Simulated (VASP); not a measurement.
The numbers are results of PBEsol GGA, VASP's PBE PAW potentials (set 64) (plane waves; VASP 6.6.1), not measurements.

Input for VASP

POSCAR:
```
Hf
1.0
  1.5938310000  -2.7544560000   0.0000000000
  1.5938310000   2.7544560000   0.0000000000
  0.0000000000   0.0000000000   5.0520990000
Hf
2
direct
  0.3333330000   0.6666670000   0.2500000000
  0.6800790000   0.3467450000   0.7500000000
```

**INCAR**
```
# general
SYSTEM =Hf
PREC   =Accurate
ENCUT  =400   # plane-wave cut-off (eV)
LREAL  =.FALSE.
LASPH  =.TRUE.

# electronic loop
EDIFF  =1E-6
NELM   =100   # most electronic steps
ALGO   =Normal
LMAXMIX=6

# smearing
ISMEAR =1
SIGMA  =0.1   # width (eV)

# functional
GGA    =PS   # PBEsol

# ions
ISIF   =2   # forces and stress, cell fixed

# output
LWAVE  =.FALSE.
LCHARG =.FALSE.
```

**KPOINTS**
```
Regular mesh
0
gamma
12 12 7
0 0 0
```

POTCAR, in this order: Hf_pv (PBE.64 set). Program: vasp_std.

Unless said otherwise, spin-orbit coupling is left out, though it shifts the bands of the heavy elements here.

**Question.** Predict the energy per atom (σ→0), pressure, largest force, band gap (on the k-mesh).

**Answer.** 
```
Item                                                         Value
------------------------  ----------------------------------------
energy per atom (σ→0)                              -10.495 eV/atom
band gap (on the k-mesh)  none (metal, semimetal or under 0.01 eV)
pressure                                                 -3.25 GPa
largest force                                      0.00300 Ry/bohr
```

OSZICAR:
```
...
DAV:   6    -0.212013964715E+02    0.57736E+00   -0.54045E-01  8828   0.549E+00    0.390E+01
DAV:   7    -0.209993659487E+02    0.20203E+00   -0.87751E-01  8960   0.671E+00    0.198E+00
DAV:   8    -0.209891019747E+02    0.10264E-01   -0.57491E-02  9278   0.183E+00    0.291E-01
DAV:   9    -0.209892065603E+02   -0.10459E-03   -0.12405E-03 11660   0.277E-01    0.214E-01
DAV:  10    -0.209891996760E+02    0.68843E-05   -0.58256E-05  9578   0.622E-02    0.305E-01
DAV:  11    -0.209891981738E+02    0.15022E-05   -0.80684E-06 10730   0.221E-02    0.214E-02
DAV:  12    -0.209891985056E+02   -0.33179E-06   -0.68886E-07  6586   0.706E-03
   1 F= -.20989199E+02 E0= -.20989149E+02  d E =-.148344E-03
```

The compound is Hf in the hcp structure. The cell was not relaxed at this level, atoms are displaced from their ideal sites. The run is one of a series of settings (GGA = PS against the base run), some of them coarse on purpose.
